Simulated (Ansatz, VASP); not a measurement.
**Cross-check of LiGeF3 between VASP and Ansatz**

One calculation is typed for both programs; each brings its own data sets. How far apart do they land? The cell is generated by rule, not measured, and may not be a known phase. The cell is taken from a series of runs on this material, whose earlier steps may have relaxed, scaled, displaced or heated it; both programs get it as it stands.

Main program and level: Ansatz 0.2.0; plane waves, with VASP 6.6.1 beside it; relaxation of cell and atoms at r2SCAN.

The structure was built from a prototype and need not be the compound's stable phase.

## Step 1: Starting point

The structure is cubic, space group Pm-3m (No. 221). The conventional cell has a = 4.340 Å, b = 4.340 Å, c = 4.340 Å, α = 90.00°, β = 90.00°, γ = 90.00°. Nearest to Li lie 12 F at 3.07 Å. Nearest to Ge lie 6 F at 2.17 Å. Nearest to F lie 2 Ge at 2.17 Å. Farther neighbours and most contacts between anions are not listed.

Coordinates:

```xyz
5
Lattice="4.3401 0.0000 0.0000 0.0000 4.3401 0.0000 0.0000 0.0000 4.3401" Properties=species:S:1:pos:R:3 pbc="T T T"
Li    0.0000    0.0000    0.0000
Ge    2.1700    2.1700    2.1700
F     2.1700    2.1700    0.0000
F     2.1700    0.0000    2.1700
F     0.0000    2.1700    2.1700
```

## Step 2: VASP: relaxation of cell and atoms, r2SCAN

The relaxed volume is the usual yardstick between codes: in a stiff, nearly cubic crystal its relative difference is about their pressure difference at one cell divided by the bulk modulus.

Lines of VASP's logs that name or quote its potential files are left out, and so is its time.

The input, INCAR:

```
SYSTEM = LiGeF3
PREC = Accurate
ENCUT = 830
EDIFF = 1E-07
NELM = 120
ISMEAR = 0
SIGMA = 0.01
LREAL = .FALSE.
ALGO = Normal
METAGGA = R2SCAN
LASPH = .TRUE.
NBANDS = 25
LORBIT = 11
LWAVE = .FALSE.
LCHARG = .FALSE.
ISIF = 3
IBRION = 2
NSW = 80
EDIFFG = -0.005
GGA_COMPAT = .FALSE.
NELMIN = 4
EFERMI = MIDGAP
LMIXTAU = .TRUE.
KPAR = 2
```

The input, POSCAR:

```
LiGeF3
1.0
    4.3400970000      0.0000000000      0.0000000000
    0.0000000000      4.3400970000      0.0000000000
    0.0000000000      0.0000000000      4.3400970000
Li Ge F
1 1 3
Direct
    0.0000000000      0.0000000000      0.0000000000
    0.5000001152      0.5000001152      0.5000001152
    0.5000001152      0.5000001152      0.0000000000
    0.5000001152      0.0000000000      0.5000001152
    0.0000000000      0.5000001152      0.5000001152
```

The input, KPOINTS:

```
Automatic mesh
0
Gamma
8 8 8
0 0 0
```

The projector-augmented-wave data sets are Li_sv, Ge_d and F (PBE family, release 64).

Launch:

```
> mpirun -np 2 vasp_std
```

Numbers of over 12 decimals in the logs are rounded to 6 here.

What it wrote:

```text
[banner, memory and clock lines left out]
running    2 mpi-ranks, on    1 nodes
 distrk:  each k-point on    1 cores,    2 groups
 distr:  one band on    1 cores,    1 groups

 POSCAR found type information on POSCAR LiGeF
 POSCAR found :  3 types and       5 ions
|                                                                             |
|               ----> ADVICE to this user running VASP <----                  |
|                                                                             |
|     You enforced a specific xc type in the INCAR file but a different       |
|     [... a line on the potential file left out ...]
|     I HOPE YOU KNOW WHAT YOU ARE DOING!                                     |
|                                                                             |

 LDA part: xc-table for (None), standard interpolation
 POSCAR, INCAR and KPOINTS ok, starting setup
 FFT: planning ... GRIDC
 FFT: planning ... GRID_SOFT
 FFT: planning ... GRID
 WAVECAR not read
 entering main loop
       N       E                     dE             d eps       ncg     rms          rms(c)
DAV:   1     0.458907944404E+03    0.45891E+03   -0.24775E+04  2103   0.352E+03
DAV:   2     0.258653187544E+02   -0.43304E+03   -0.41269E+03  2087   0.916E+02
DAV:   3    -0.434727034960E+02   -0.69338E+02   -0.68872E+02  1939   0.211E+02
DAV:   4    -0.473496952979E+02   -0.38770E+01   -0.38627E+01  2453   0.529E+01
DAV:   5    -0.475260201635E+02   -0.17632E+00   -0.17620E+00  2451   0.921E+00    0.806E+00
DAV:   6    -0.391626002598E+02    0.83634E+01   -0.43435E+00  2463   0.248E+01    0.234E+00
DAV:   7    -0.347920125248E+02    0.43706E+01   -0.11006E+00  2154   0.145E+01    0.158E+00
DAV:   8    -0.416889077242E+02   -0.68969E+01   -0.18095E+00  1793   0.132E+01    0.183E+00
DAV:   9    -0.373982845143E+02    0.42906E+01   -0.41835E-01  1832   0.661E+00    0.725E-01
DAV:  10    -0.367635922478E+02    0.63469E+00   -0.37591E-01  1766   0.621E+00    0.391E-01
DAV:  11    -0.366690043226E+02    0.94588E-01   -0.12093E-02  2372   0.115E+00    0.461E-01
DAV:  12    -0.358220034619E+02    0.84700E+00   -0.12269E-01  1770   0.358E+00    0.788E-01
DAV:  13    -0.359903354465E+02   -0.16833E+00   -0.18243E-01  1838   0.530E+00    0.128E+00
DAV:  14    -0.360064111287E+02   -0.16076E-01   -0.72214E-03  1870   0.901E-01    0.128E+00
[...]
DAV:  30    -0.358865232585E+02   -0.10939E-04   -0.21842E-05  2412   0.701E-02    0.397E-02
DAV:  31    -0.358865215131E+02    0.17454E-05   -0.50486E-05  1793   0.561E-02    0.176E-02
DAV:  32    -0.358865171090E+02    0.44041E-05   -0.14056E-05  2547   0.356E-02    0.310E-03
DAV:  33    -0.358865183662E+02   -0.12573E-05   -0.10422E-06  1832   0.911E-03    0.143E-03
DAV:  34    -0.358865182120E+02    0.15427E-06   -0.53108E-07  1548   0.799E-03    0.159E-03
DAV:  35    -0.358865190360E+02   -0.82401E-06   -0.25351E-07  2020   0.720E-03    0.682E-04
DAV:  36    -0.358865194052E+02   -0.36926E-06   -0.13937E-07  1259   0.381E-03    0.249E-04
DAV:  37    -0.358865194429E+02   -0.37700E-07   -0.45383E-08  1225   0.235E-03
   1 F= -.35886519E+02 E0= -.35886519E+02  d E =-.358865E+02
 curvature:   0.00 expect dE= 0.000E+00 dE for cont linesearch  0.000E+00
 trial: gam= 0.00000 g(F)=  0.000E+00 g(S)=  0.314E-03 ort = 0.000E+00 (trialstep = 0.100E+01)
 search vector abs. value=  0.314E-03
 bond charge predicted
       N       E                     dE             d eps       ncg     rms          rms(c)
DAV:   1    -0.358904064066E+02   -0.38870E-02   -0.61763E-02  2189   0.389E+00    0.464E-01
DAV:   2    -0.358870892239E+02    0.33172E-02   -0.11789E-02  1761   0.948E-01    0.125E-01
DAV:   3    -0.358866616489E+02    0.42757E-03   -0.61817E-04  1885   0.765E-01    0.650E-02
DAV:   4    -0.358861366540E+02    0.52499E-03   -0.53963E-04  1883   0.647E-01    0.111E-02
DAV:   5    -0.358866867526E+02   -0.55010E-03   -0.22274E-04  1756   0.157E-01    0.837E-03
DAV:   6    -0.358866583235E+02    0.28429E-04   -0.24054E-05  1813   0.109E-01    0.409E-03
DAV:   7    -0.358866888653E+02   -0.30542E-04   -0.11719E-05  1837   0.366E-02    0.247E-03
DAV:   8    -0.358866884637E+02    0.40154E-06   -0.68345E-06  2020   0.304E-02    0.187E-03
DAV:   9    -0.358866917284E+02   -0.32646E-05   -0.24271E-06  1938   0.156E-02    0.390E-04
DAV:  10    -0.358866924350E+02   -0.70664E-06   -0.20378E-07  1552   0.626E-03    0.266E-04
DAV:  11    -0.358866926159E+02   -0.18084E-06   -0.33584E-08  1617   0.207E-03    0.739E-05
DAV:  12    -0.358866926919E+02   -0.76068E-07   -0.52365E-09  1020   0.145E-03
   2 F= -.35886693E+02 E0= -.35886693E+02  d E =-.173249E-03
 trial-energy change:   -0.000173  1 .order   -0.000180   -0.000314   -0.000046
 step:   1.2131(harm=  1.1729)  dis= 0.00000  next Energy=   -35.886698 (dE=-0.178E-03)
 reached required accuracy - stopping structural energy minimisation
```

OUTCAR, selected parts (step 2):

```text
ion  position               nearest neighbor table
   1  0.000  0.000  0.000-
   2  0.500  0.500  0.500-   3 2.17   4 2.17   5 2.17   3 2.17   4 2.17   5 2.17
   3  0.500  0.500  0.000-   2 2.17   2 2.17
   4  0.500  0.000  0.500-   2 2.17   2 2.17
   5  0.000  0.500  0.500-   2 2.17   2 2.17

  LATTYP: Found a simple cubic cell.
 ALAT       =     4.3400970000

 Subroutine GETGRP returns: Found 48 space group operations
 (whereof 48 operations were pure point group operations)

The static configuration has the point symmetry O_h .

 Found     35 irreducible k-points:

   k-points           NKPTS =     35   k-points in BZ     NKDIM =     35   number of bands    NBANDS=     25

   dimension x,y,z NGX =    42 NGY =   42 NGZ =   42
   dimension x,y,z NGXF=    84 NGYF=   84 NGZF=   84

   ENCUT  =  830.0 eV  61.00 Ry    7.81 a.u.  10.20 10.20 10.20*2*pi/ulx,y,z

   NELECT =      38.0000    total number of electrons

 k-points in reciprocal lattice and weights: Automatic mesh
   0.00000000  0.00000000  0.00000000       0.002
   0.12500000  0.00000000  0.00000000       0.012
   0.25000000  0.00000000  0.00000000       0.012
   0.37500000  0.00000000  0.00000000       0.012
   0.50000000  0.00000000  0.00000000       0.006
   0.12500000  0.12500000  0.00000000       0.023
   0.25000000  0.12500000  0.00000000       0.047
   0.37500000  0.12500000  0.00000000       0.047
   0.50000000  0.12500000  0.00000000       0.023
[...]
0.50000000  0.50000000  0.37500000       0.012
   0.50000000  0.50000000  0.50000000       0.002

 average (electrostatic) potential at core
       1 -69.9519       2 -82.6694       3 -82.5731       4 -82.5731       5 -82.5731

 E-fermi :   3.4485

 k-point     1 :       0.0000    0.0000    0.0000
  band No.  band energies     occupation
    ...
     15      -3.3178      2.00000
     16      -3.3178      2.00000
     17      -3.3021      2.00000
     18      -3.3021      2.00000
     19      -3.3021      2.00000
     20       4.1402      0.00000
     21       8.2148      0.00000
     22       8.2148      0.00000
     23       8.2148      0.00000
     24      10.5450      0.00000
    ...

 k-point     2 :       0.1250    0.0000    0.0000
  band No.  band energies     occupation
    ...
     15      -3.3418      2.00000
     16      -3.3173      2.00000
     17      -3.3066      2.00000
     18      -3.3066      2.00000
     19      -2.7651      2.00000
     20       4.2558      0.00000
     21       7.6874      0.00000
     22       8.2281      0.00000
     23       8.2281      0.00000
     24      10.0976      0.00000
    ...

 k-point     3 :       0.2500    0.0000    0.0000
  band No.  band energies     occupation
    ...
     15      -3.4181      2.00000
     16      -3.3534      2.00000
     17      -3.3023      2.00000
     18      -3.3023      2.00000
     19      -1.7526      2.00000
     20       4.5333      0.00000
     21       6.7834      0.00000
     22       8.2763      0.00000
     23       8.2763      0.00000
     24       9.2637      0.00000
    ...

  Total       -0.0153550     -0.0153550     -0.0153550      0.0000000     -0.0000000      0.0000000
  in kB       -0.3018377     -0.3018377     -0.3018377      0.0000000     -0.0000000      0.0000000
  external PRESSURE =      -0.3018377 kB  Pullay stress =       0.0000000 kB

  energy-cutoff  :      830.00
  volume of cell :       81.51
      direct lattice vectors                 reciprocal lattice vectors
     4.335734907 -0.000000000  0.000000000     0.230641407  0.000000000  0.000000000
    -0.000000000  4.335734907  0.000000000     0.000000000  0.230641407  0.000000000
    -0.000000000 -0.000000000  4.335734907    -0.000000000 -0.000000000  0.230641407

 POSITION                                       TOTAL-FORCE (eV/Angst)
 -----------------------------------------------------------------------------------
      0.00000      0.00000      0.00000        -0.000000     -0.000000      0.000000
      2.16787      2.16787      2.16787         0.000000      0.000000      0.000000
      2.16787      2.16787      0.00000        -0.000000     -0.000000      0.000000
      2.16787     -0.00000      2.16787         0.000000      0.000000      0.000000
     -0.00000      2.16787      2.16787         0.000000      0.000000      0.000000
 -----------------------------------------------------------------------------------
    total drift:                               -0.002413     -0.002413     -0.002413

  FREE ENERGIE OF THE ION-ELECTRON SYSTEM (eV)
  ---------------------------------------------------
  free  energy   TOTEN  =       -35.8866926919 eV

  energy  without entropy=      -35.8866926919  energy(sigma->0) =      -35.88669269

 reached required accuracy - stopping structural energy minimisation

 total charge
# of ion       s       p       d       tot
------------------------------------------
    1        1.986   0.001   0.000   1.987
    2        1.440   0.487  10.077  12.004
    3        1.746   4.344   0.000   6.091
    4        1.746   4.344   0.000   6.091
    5        1.746   4.344   0.000   6.091
--------------------------------------------------
tot          8.665  13.520  10.077  32.263

[... 3 further parts left out ...]
```

(Continued in part 2 of 2.)

[Lines on the potential files, build, host, timing and source positions are cut from VASP's logs without a mark.]

[Logs are printed without paths, hosts, clocks, repeated set-up lines and the standing remarks that a program may print on its own settings, such as how far it seeks lower states.]

[Hosts, paths, dates, database ids (printed as entryN), source tags and the programs' standing remarks are cut or masked in the printed files.]
